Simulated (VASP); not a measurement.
Given:

```yaml
crystal:
  lattice:
    - [1.95844, -3.39212, 0.00000]
    - [1.95844, 3.39212, 0.00000]
    - [0.00000, 0.00000, 5.12049]
  atoms:
    - { symbol: Ni, position: [0.00000, 0.00000, 0.50000] }
    - { symbol: Ni, position: [0.00000, 0.00000, 0.00000] }
    - { symbol: Sb, position: [0.33333, 0.66667, 0.25000] }
    - { symbol: Sb, position: [0.66667, 0.33333, 0.75000] }
```

All values below come from PBE GGA with D4 dispersion, VASP's PBE PAW potentials (set 64) (plane waves; VASP 6.6.1). Run with 520 eV cut-off, 10×10×7 Γ-centred mesh, tetrahedra with Blöchl corrections, potentials Ni Sb.

Unless said otherwise, spin-orbit coupling is left out, though it shifts the bands of the heavy elements here.

Q: What does the run give for the energy per atom (σ→0), band gap (on the k-mesh) with the smallest direct gap where there is one?

A: 
band gap (on the k-mesh): none (metal, semimetal or under 0.01 eV)
energy per atom (σ→0): -5.623 eV/atom

Only differences to runs with the same potentials and settings are physical.

The compound is NiSb in the NiAs type structure. It was relaxed first. The run is not spin-polarised, so no magnetic state was tried.
